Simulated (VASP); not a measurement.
Calculation: r2SCAN meta-GGA, VASP's PBE PAW potentials (set 64) (plane waves; VASP 6.6.1).

A VASP calculation is set up with these files.

**POSCAR**
```
Eu
1
   -2.2261236628     2.2261236628     2.2261236628
    2.2261236628    -2.2261236628     2.2261236628
    2.2261236628     2.2261236628    -2.2261236628
Eu
1
Direct
  0.0000000000   0.0000000000   0.0000000000
```

**INCAR**
```
SYSTEM  =  Eu
PREC  =  Accurate; ENCUT  =  480; LREAL  =  .FALSE.
LASPH  =  .TRUE.
EDIFF  =  1E-7; NELM  =  100; ALGO  =  Normal
LMAXMIX  =  6; LMIXTAU  =  .TRUE.
ISMEAR  =  1; SIGMA  =  0.1
METAGGA  =  R2SCAN
IBRION  =  2; NSW  =  40; ISIF  =  3
EDIFFG  =  -0.01; PSTRESS  =  10
LWAVE  =  .FALSE.; LCHARG  =  .FALSE.
```

**KPOINTS**
```
K-points
0
G
  10 10 10
```

POTCAR, in this order: Eu_2 (PBE.64 set). Program: vasp_std.

**Question.** What will the output report for the number of irreducible k-points (NKPTS), number of bands (NBANDS), largest plane-wave count, number of space-group operations, FFT grid (NGX, NGY, NGZ)?

**Answer.** 
```yaml
number of irreducible k-points (NKPTS): 47
number of bands (NBANDS): 8
largest_plane_wave_count: 1072
number_of_space_group_operations: 48
FFT grid (NGX, NGY, NGZ): 28 × 28 × 28
```

The compound is Eu in the bcc structure. This run relaxes it under an external pressure of 1 GPa. Symmetry was kept, so distortions that lower it aren't found. The 4f electrons are frozen in the core of the lanthanide potential, so 4f levels, which can set the real gap, and their magnetism are missing.
